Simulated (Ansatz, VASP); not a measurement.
**AgF in two plane-wave programs**

One calculation is typed for both programs; each brings its own data sets. How far apart do they land? The cell is generated by rule, not measured, and may not be a known phase. Of the first pair: The two relaxations start from unlike cells of this crystal (the structure described is Ansatz's start), so only their ends are compared.

Program: Ansatz 0.2.0. Level of theory: plane waves, with VASP 6.6.1 beside it; relaxation of cell and atoms at PBEsol. Results are calculated unless marked as measured.

### Step 1. The starting structure

Symmetry: P6_3/mmc, No. 194, hexagonal system. Conventional cell: a = 3.402 Å, b = 3.402 Å, c = 5.443 Å, α = 90.00°, β = 90.00°, γ = 120.00°. Nearest to Ag lie 6 F at 2.39 Å. Nearest to F lie 6 Ag at 2.39 Å. Farther neighbours and most contacts between anions are not listed.

Coordinates:

```xyz
4
Lattice="3.4020 0.0000 0.0000 -1.7010 2.9462 0.0000 0.0000 0.0000 5.4432" Properties=species:S:1:pos:R:3 pbc="T T T"
Ag    0.0000    0.0000    0.0000
Ag    0.0000    0.0000    2.7216
F     0.0000    1.9642    1.3608
F     1.7010    0.9821    4.0824
```

### Step 2. VASP: relaxation of cell and atoms, PBEsol, pair 1

The relaxed volume is the usual yardstick between codes: in a stiff, nearly cubic crystal its relative difference is about their pressure difference at one cell divided by the bulk modulus.

Lines of VASP's logs that name or quote its potential files are left out, and so is its time.

Input file INCAR:

```
SYSTEM = AgF
PREC = Accurate
ENCUT = 600
EDIFF = 1E-07
NELM = 120
ISMEAR = 0
SIGMA = 0.1
LREAL = .FALSE.
ALGO = Normal
GGA = PS
NBANDS = 24
LASPH = .TRUE.
LORBIT = 11
LWAVE = .FALSE.
LCHARG = .FALSE.
ISIF = 3
IBRION = 2
NSW = 80
EDIFFG = -0.005
GGA_COMPAT = .FALSE.
NELMIN = 4
KPAR = 2
```

Input file POSCAR:

```
AgF
1.0
    3.0904998882      0.0000027134      0.0000000000
   -1.5452522255      2.6764504046      0.0000000000
    0.0000000000      0.0000000000      6.6632694872
Ag F
2 2
Direct
    0.0000000000      0.0000000000      0.0000000000
    0.0000000000      0.0000000000      0.5000000000
    0.3333332354      0.6666666667      0.2499999081
    0.6666667646      0.3333333333      0.7500000919
```

Input file KPOINTS:

```
Automatic mesh
0
Gamma
6 6 4
0 0 0
```

PAW data sets: Ag and F (PBE family, release 64).

Started as:

```
> mpirun -np 2 vasp_std
```

Numbers of over 12 decimals in the logs are rounded to 6 here.

The program printed:

```text
[banner, memory and clock lines left out]
running    2 mpi-ranks, on    1 nodes
 distrk:  each k-point on    1 cores,    2 groups
 distr:  one band on    1 cores,    1 groups

 POSCAR found type information on POSCAR AgF
 POSCAR found :  2 types and       4 ions
|                                                                             |
|               ----> ADVICE to this user running VASP <----                  |
|                                                                             |
|     You enforced a specific xc type in the INCAR file but a different       |
|     [... a line on the potential file left out ...]
|     I HOPE YOU KNOW WHAT YOU ARE DOING!                                     |
|                                                                             |

 LDA part: xc-table for (Slater+PW92), standard interpolation
 POSCAR, INCAR and KPOINTS ok, starting setup
 FFT: planning ... GRIDC
 FFT: planning ... GRID_SOFT
 FFT: planning ... GRID
 WAVECAR not read
 entering main loop
       N       E                     dE             d eps       ncg     rms          rms(c)
DAV:   1     0.281551048496E+03    0.28155E+03   -0.21163E+04  1008   0.164E+03
DAV:   2    -0.272303282276E+01   -0.28427E+03   -0.27236E+03  1136   0.378E+02
DAV:   3    -0.153671564571E+02   -0.12644E+02   -0.12577E+02  1176   0.841E+01
DAV:   4    -0.154396248102E+02   -0.72468E-01   -0.72454E-01  1168   0.660E+00
DAV:   5    -0.154400377229E+02   -0.41291E-03   -0.41291E-03  1192   0.506E-01    0.857E+00
DAV:   6    -0.140400172332E+02    0.14000E+01   -0.51994E+00  1224   0.246E+01    0.682E+00
DAV:   7    -0.139745447737E+02    0.65472E-01   -0.52484E-01  1008   0.807E+00    0.445E+00
DAV:   8    -0.139582806731E+02    0.16264E-01   -0.28137E-01  1184   0.448E+00    0.134E+00
DAV:   9    -0.139427892174E+02    0.15491E-01   -0.36032E-02  1088   0.207E+00    0.274E-01
DAV:  10    -0.139427593550E+02    0.29862E-04   -0.52912E-03  1104   0.570E-01    0.683E-02
DAV:  11    -0.139427820480E+02   -0.22693E-04   -0.54850E-05  1128   0.616E-02    0.410E-02
DAV:  12    -0.139427741392E+02    0.79088E-05   -0.22469E-05  1136   0.532E-02    0.808E-03
DAV:  13    -0.139427743011E+02   -0.16194E-06   -0.27581E-06  1104   0.134E-02    0.160E-03
DAV:  14    -0.139427744230E+02   -0.12190E-06   -0.39441E-08   768   0.170E-03    0.316E-04
DAV:  15    -0.139427744495E+02   -0.26490E-07   -0.55095E-09   536   0.641E-04
   1 F= -.13942774E+02 E0= -.13940585E+02  d E =-.139428E+02
[... from here on, the cycles between the ionic steps are left out ...]
   2 F= -.13945210E+02 E0= -.13942994E+02  d E =-.243566E-02
   3 F= -.13945395E+02 E0= -.13943170E+02  d E =-.262010E-02
   4 F= -.13947466E+02 E0= -.13945245E+02  d E =-.207163E-02
   5 F= -.13951424E+02 E0= -.13949226E+02  d E =-.602972E-02
   6 F= -.13944712E+02 E0= -.13942728E+02  d E =0.682191E-03
   7 F= -.13951849E+02 E0= -.13949668E+02  d E =-.645436E-02
   8 F= -.13951873E+02 E0= -.13949697E+02  d E =-.647815E-02
   9 F= -.13951839E+02 E0= -.13949662E+02  d E =0.339776E-04
 trial-energy change:    0.000034  1 .order    0.000035   -0.000189    0.000258
 step:   0.8453(harm=  0.8407)  dis= 0.00000  next Energy=   -13.951913 (dE=-0.402E-04)
 bond charge predicted
       N       E                     dE             d eps       ncg     rms          rms(c)
DAV:   1    -0.139533096835E+02   -0.14710E-02   -0.31927E-02  1016   0.154E+00    0.270E-01
DAV:   2    -0.139520282996E+02    0.12814E-02   -0.39021E-03  1048   0.501E-01    0.761E-02
DAV:   3    -0.139519402237E+02    0.88076E-04   -0.11740E-04  1096   0.163E-01    0.566E-02
DAV:   4    -0.139519194544E+02    0.20769E-04   -0.26703E-05  1096   0.425E-02    0.278E-02
DAV:   5    -0.139519137215E+02    0.57329E-05   -0.66881E-06  1120   0.218E-02    0.522E-03
DAV:   6    -0.139519135675E+02    0.15394E-06   -0.23585E-06  1120   0.177E-02    0.378E-03
DAV:   7    -0.139519133339E+02    0.23364E-06   -0.37685E-07   864   0.843E-03    0.838E-04
DAV:   8    -0.139519133155E+02    0.18353E-07   -0.94330E-08   528   0.240E-03
  10 F= -.13951913E+02 E0= -.13949737E+02  d E =-.406190E-04
 curvature:  -0.50 expect dE=-0.633E-07 dE for cont linesearch -0.101E-07
 trial: gam=-0.02533 g(F)=  0.224E-39 g(S)=  0.126E-06 ort = 0.151E-05 (trialstep = 0.176E+01)
 search vector abs. value=  0.123E-06
 reached required accuracy - stopping structural energy minimisation
```

Parts of OUTCAR (step 2):

```text
ion  position               nearest neighbor table
   1  0.000  0.000  0.000-   3 2.44   4 2.44   3 2.44   4 2.44   4 2.44   3 2.44   2 3.33   2 3.33

  LATTYP: Found a hexagonal cell.
 ALAT       =     3.0904998882
 C/A-ratio  =     2.1560490950

 Subroutine GETGRP returns: Found 24 space group operations
 (whereof 12 operations were pure point group operations)

The static configuration has the point symmetry D_3d.
 The point group associated with its full space group is D_6h.

 Found     21 irreducible k-points:

   k-points           NKPTS =     21   k-points in BZ     NKDIM =     21   number of bands    NBANDS=     24

   dimension x,y,z NGX =    28 NGY =   28 NGZ =   54
   dimension x,y,z NGXF=    56 NGYF=   56 NGZF=  108

   ENCUT  =  600.0 eV  44.10 Ry    6.64 a.u.   6.17  6.17 13.31*2*pi/ulx,y,z

   NELECT =      36.0000    total number of electrons

 k-points in reciprocal lattice and weights: Automatic mesh
   0.00000000  0.00000000  0.00000000       0.007
   0.16666667  0.00000000  0.00000000       0.042
   0.33333333  0.00000000  0.00000000       0.042
   0.50000000  0.00000000  0.00000000       0.021
   0.16666667  0.16666667  0.00000000       0.042
   0.33333333  0.16666667  0.00000000       0.083
   0.33333333  0.33333333  0.00000000       0.014
   0.00000000  0.00000000  0.25000000       0.014
   0.16666667  0.00000000  0.25000000       0.083
[...]
0.33333333  0.16666667  0.50000000       0.083
   0.33333333  0.33333333  0.50000000       0.014

 average (electrostatic) potential at core
       1 -72.6245       2 -72.6244       3 -74.5048       4 -74.5048

 E-fermi :   3.8839

 k-point     1 :       0.0000    0.0000    0.0000
  band No.  band energies     occupation
    ...
     15       2.5795      2.00000
     16       2.5795      2.00000
     17       3.3204      2.00000
     18       3.3222      2.00000
     19       3.3222      2.00000
     20       7.7832      0.00000
     21       9.3731      0.00000
     22      16.5619      0.00000
     23      18.8397      0.00000
     24      21.8770      0.00000

 k-point     2 :       0.1667    0.0000    0.0000
  band No.  band energies     occupation
    ...
     14       2.2107      2.00000
     15       2.5250      2.00000
     16       2.7794      2.00000
     17       2.8727      2.00000
     18       3.4068      2.00000
     19       4.4678      0.00000
     20       7.8059      0.00000
     21      10.5839      0.00000
     22      16.7891      0.00000
     23      18.5266      0.00000
    ...

 k-point     3 :       0.3333    0.0000    0.0000
  band No.  band energies     occupation
    ...
     14       2.5608      2.00000
     15       2.6205      2.00000
     16       2.6424      2.00000
     17       3.4962      2.00000
     18       3.5707      1.99999
     19       6.4335      0.00000
     20       8.3395      0.00000
     21      12.9620      0.00000
     22      13.9630      0.00000
     23      14.5625      0.00000
    ...

  Total       -0.0022495     -0.0022495     -0.0005795     -0.0000000      0.0000000      0.0000000
  in kB       -0.0660735     -0.0660736     -0.0170203     -0.0000000      0.0000000      0.0000000
  external PRESSURE =      -0.0497225 kB  Pullay stress =       0.0000000 kB

  energy-cutoff  :      600.00
  volume of cell :       54.55
      direct lattice vectors                 reciprocal lattice vectors
     3.030067595  0.000002659  0.000000000     0.330025474  0.190540650 -0.000000000
    -1.515036035  2.624114510 -0.000000000    -0.000000334  0.381080738 -0.000000000
     0.000000000  0.000000000  6.860137044    -0.000000000 -0.000000000  0.145769683

 POSITION                                       TOTAL-FORCE (eV/Angst)
 -----------------------------------------------------------------------------------
      0.00000      0.00000      0.00000         0.000000     -0.000000      0.000000
      0.00000      0.00000      3.43007         0.000000     -0.000000      0.000000
     -0.00000      1.74941      1.71503        -0.000000     -0.000000     -0.000000
      1.51503      0.87471      5.14510         0.000000      0.000000      0.000000
 -----------------------------------------------------------------------------------
    total drift:                               -0.000000      0.000000     -0.000000

  FREE ENERGIE OF THE ION-ELECTRON SYSTEM (eV)
  ---------------------------------------------------
  free  energy   TOTEN  =       -13.9519133155 eV

  energy  without entropy=      -13.9475603454  energy(sigma->0) =      -13.94973683

 reached required accuracy - stopping structural energy minimisation

 total charge
# of ion       s       p       d       tot
------------------------------------------
    1        0.200   0.154   9.339   9.694
    2        0.200   0.154   9.339   9.694
    3        1.740   4.258   0.000   5.998
    4        1.740   4.258   0.000   5.998
--------------------------------------------------
tot          3.880   8.824  18.679  31.383

[... 3 further parts left out ...]
```

### Step 3. Ansatz: relaxation of cell and atoms, PBEsol, pair 1

Ansatz runs on its default PAW (the set named soft_2) files.

Its own start cell and the same functional, mesh and smearing now go to Ansatz, which takes its cutoff from its data sets.

Input file input.yaml:

```yaml
crystal:
  lattice:
    - [3.40203, 0.0, 0.0]
    - [-1.70102, 2.94625, 0.0]
    - [0.0, 0.0, 5.44325]
  atoms:
    - { symbol: Ag, position: [0.0, 0.0, 0.0] }
    - { symbol: Ag, position: [0.0, 0.0, 0.5] }
    - { symbol: F, position: [0.333333, 0.666667, 0.25] }
    - { symbol: F, position: [0.666667, 0.333333, 0.75] }
kpoints:
  mp_grid: { grid: [6, 6, 4] }
hamiltonian:
  xc: pbesol
scf:
  occupations: { method: gaussian, width: 0.1 }
output:
  forces: true
  stress: true
  eigenvalues: true
relax:
  adjacent_minimum: "off"
  f_tol: 0.05
  max_steps: 80
  cell: { stress_tol: 0.5 }
```

Started as:

```
> ansatz run input.yaml --threads 4 --pin off --max-ram 7168MiB --backend cpu --events-out ev --progress --plain --runs-dir out
```

The program printed:

```text
Warning: the atoms were moved onto the symmetric positions of the space group found under crystal.symmetry.tolerance 1.0e-5 (fractional; no operation is sought that the atoms, as they stand in a round, miss by more than twice it, and no atom is moved by as much as it), and the run uses the moved positions. Before a round's move an operation carried an atom to 3.40e-6 Å from where it should land, the largest such dist [...]
The last accepted step is kept in <dir> (removed where the run ends without a failure and the disk answers)
Engine: ansatz 0.2.0, x86_64-unknown-linux-gnu
Pseudopotentials: kind: paw
Pseudopotential: Ag, paw, valence charge 19, recommended cutoff 420 eV (normal), Ag.paw.azcp
Pseudopotential: F, paw, valence charge 7, recommended cutoff 420 eV (normal), F.paw.azcp
Functional definition: PBEsol
  exchange = pbesol_x
  correlation = pbesol_c
Crystal: 4 atoms, lattice volume = 54.559 Å³
Basis set: ecut = 420 eV, 1087 PW (Γ), exchange–correlation on 48×48×80 points (8 copies of the dense FFT grid, shifted against one another)
Bands: 32, of which v1, the nominal top of the filled ones, is band 26 counted from 1 (25 counted from 0)
Symmetry: 24 space group operations
Space group: P63/mmc (ITA 194), of the structure as read, at distance tolerance 3.8e-5 Å
k-points: 21 of 144
Non-local potential: Ag, projectors of the file, l = 0: 3, l = 1: 2, l = 2: 2, l = 3: 1
Non-local potential: F, projectors of the file, l = 0: 2, l = 1: 2, l = 2: 1
PAW form: soft (Blöchl's): semilocal exchange-correlation on the pseudo side does not see the compensation charge
PAW frozen core: Ag, regenerated for the run's functional, and the local potential with it (the file was generated under x = pbe(κ = 0.804, μ = 0.219515), c = pbe(β = 0.066725))
PAW frozen core: F, regenerated for the run's functional, and the local potential with it (the file was generated under x = pbe(κ = 0.804, μ = 0.219515), c = pbe(β = 0.066725))
PAW one-centre angular grid: Ag, 590 points (default); XC on 64 Gauss nodes
PAW one-centre angular grid: F, 110 points (default); XC on 64 Gauss nodes
Initial density: superposition of atomic densities (neutral atoms: chi_scale 0, normalization atom), corrected by the library's trained network
[...]
SCF iter   2: F=—  HF=-16643.145964 eV  |F-HF|=—  |Δ(HF+E_count)|=   9.91e-5  Δρ=8.69e-5  dr2=2.24e-6  ethr=3.58e-8  ⟨swp⟩=2.1  Hψ=972  notcnv=0
SCF iter   3: F=—  HF=-16643.145965 eV  |F-HF|=—  |Δ(HF+E_count)|=   1.11e-6  Δρ=5.88e-5  dr2=1.20e-6  ethr=4.31e-9  ⟨swp⟩=2.0  Hψ=1052  notcnv=0
SCF iter   4: F=—  HF=-16643.145965 eV  |F-HF|=—  |Δ(HF+E_count)|=   3.45e-7  Δρ=9.28e-6  dr2=1.47e-8  ethr=2.32e-9  ⟨swp⟩=2.0  Hψ=1016  notcnv=0
SCF iter   5: F=-16643.145965 eV  HF=-16643.145965 eV  |F-HF|=4.66e-10  |Δ(HF+E_count)|=   2.85e-9  Δρ=2.12e-6  dr2=1.17e-9  ethr=7.69e-12  ⟨swp⟩=4.3  Hψ=2282  notcnv=0
SCF 14 converged in 5 iterations: F = -16643.145965 eV  dr2 = 1.17e-9
relax step  14: F+E_penalty+E_count = -16643.14596457 eV  Δ(F+E_penalty+E_count) = -2.119e-3 eV  max|allowed force component| = 1.850e-17 eV/Å  Δτ_max = 0.0000 Å  P = +0.040 GPa  Ω = 55.702 Å³  stress off target by 8.51e-1 GPa  SCF on the basis re-selected at this cell (its energy is not comparable with the rows above)  (5 SCF iters)
[...]
relax step  15: F+E_penalty+E_count = -16643.15475042 eV  Δ(F+E_penalty+E_count) = -8.786e-3 eV  max|allowed force component| = 3.123e-17 eV/Å  Δτ_max = 0.0000 Å  P = +0.155 GPa  Ω = 54.857 Å³  energy of the carried Pulay correction = +3.201e-3 eV  (6 SCF iters, dr2 threshold 4.00e-7 eV, accepted)
[...]
relax step  16: F+E_penalty+E_count = -16643.15306569 eV  Δ(F+E_penalty+E_count) = +1.685e-3 eV  max|allowed force component| = 2.255e-17 eV/Å  Δτ_max = 0.0000 Å  P = +0.092 GPa  Ω = 54.857 Å³  stress off target by 2.03e-1 GPa  SCF on the basis re-selected at this cell (its energy is not comparable with the rows above)  (5 SCF iters)
basis re-selected at this cell: Δ(F+E_penalty+E_count) = +1.685e-3 eV, ΔP = -0.063 GPa vs the last step (what re-selecting the basis moved, of the pressure what is left beyond the Pulay correction that the steps carried, after the strain that the cell walked since its last selection, with what the two solves' SCF thresholds leave and, on support functions, any second-order correction that the steps lacked; it is no measure of the basis error at this ecutwfc). The dense FFT grid was sized anew with the basis: this SCF ran on 24×24×48 points, the steps before it on 24×24×45, so part of this shift can come from that change (see relax.cell in the input reference). [rest of the remark cut]
SCF converged after 5 iterations
Free energy (F): -16643.153066 eV
Harris-Foulkes:  -16643.153066 eV  (|F-HF|=1.31e-10)
Internal energy: -16643.148690 eV  (E = F + TS)
E sigma→0 (E₀):  -16643.150878 eV
Entropy (-TS):   -0.004375 eV (-1.094 meV/atom)
Fermi energy:    10.314156 eV
--- Per-component energies (eV) ---
  E_band       = -625.293815
  E_kinetic    = 1465.832926
  E_local      = -5894.943881  (includes V_loc(G=0)·N_el)
  E_nonlocal   = 321.244610
  E_hartree    = 2555.324993
  E_xc         = -519.761515
  E_vxc        = -665.080856  (∫ρ·V_xc dr)
  E_paw        = -8062.244553  (= ΣΔE_a)
  E_vpaw       = -963.001747  (= ΣTr[D̂ρ^β])
  E_aug_tail   = 0.004376  (compensation charges beyond the density's cutoff)
  E_ewald      = -6509.336010
  E_core_change = 0.730363  (= ΣΔE_core)
  E_smearing   = -0.004375  (= −TS)
  E_closure    = -0.000000  (closes the sum)
  Σ components = -16643.153066   (vs F -16643.153066, Δ=0.00e0)
--- Forces (eV/Å), atoms counted from 1 ---
  atom   1  Ag     0.00000000     0.00000000     0.00000000
  atom   2  Ag     0.00000000    -0.00000000     0.00000000
  atom   3  F     -0.00000000     0.00000000    -0.00000000
  atom   4  F      0.00000000    -0.00000000     0.00000000
  max |Σ_I F_I| component: 4.63e-18 eV/Å
--- Stress (GPa, compression-positive) ---
        0.036340       0.000000       0.000000
        0.000000       0.036340       0.000000
        0.000000       0.000000       0.203112
  P = ⅓ Tr σ = 0.0919 GPa (0.919 kbar)
--- Band table (eV; the first three rows and the last of 21) ---
  k-point 0: bands = [... 22 lower, 9.0147, 9.0147, 9.7488, 9.7566, 9.7566, 14.2266, 15.7829, 23.0270, ... 2 higher]
  k-point 1: bands = [... 22 lower, 9.1105, 9.1105, 9.6500, 9.6500, 10.2514, 13.0249, 17.1519, 21.4279, ... 2 higher]
  k-point 2: bands = [... 22 lower, 9.3803, 9.3803, 9.3803, 9.3803, 11.4791, 11.4791, 19.2213, 19.2213, ... 2 higher]
  k-point 20: bands = [... 22 lower, 9.1865, 9.1865, 10.2629, 10.2629, 17.9255, 17.9255, 18.1074, 18.1074, ... 2 higher]
--- Relaxed structure (12 steps of the walk, 11 accepted, 4 SCFs on fresh bases) ---
  F+E_penalty+E_count = -16643.15306569 eV   max|allowed force component| = 2.255e-17 eV/Å   (the final SCF, on the basis selected at the relaxed cell)
  cell:  # Å, volume = 54.8566 Å³
    - [3.041891, 2.581157566330654e-6, 0]
    - [-1.520948, 2.634354, 0]
    - [0, 0, 6.845593]
  atoms:
    - { symbol: Ag, position: [0, 0, 0] }
    - { symbol: Ag, position: [0, 0, 0.500000] }
    - { symbol: F, position: [0.333333, 0.666667, 0.250000] }
    - { symbol: F, position: [0.666667, 0.333333, 0.750000] }
```

### Step 4. Differences

Known differences besides the potentials themselves: the data sets hold 52 valence electrons in Ansatz (on its default PAW (the set named soft_2) files) and 36 in VASP; the cutoff is 420 eV in Ansatz and 600 eV in VASP; Ansatz makes its cores anew for this functional, VASP keeps those of its PBE data sets; Ansatz adds a Pulay correction to the stress that steers its cell, VASP none. Total energies have different zeros and are not compared.

Both answers:

```tsv
quantity	Ansatz	VASP	difference
volume (Å³)	54.86	54.55	+0.57 %
edge a after relaxation, in the typed setting (Å)	3.042	3.030	+0.39 %
edge c after relaxation, in the typed setting (Å)	6.846	6.860	-0.21 %
```

[end of part 1 of 2]

[Lines on the potential files, build, host, timing and source positions are cut from VASP's logs without a mark.]

[Logs are printed without paths, hosts, clocks, repeated set-up lines and the standing remarks that a program may print on its own settings, such as how far it seeks lower states.]

[Hosts, paths, dates, database ids (printed as entryN), source tags and the programs' standing remarks are cut or masked in the printed files.]
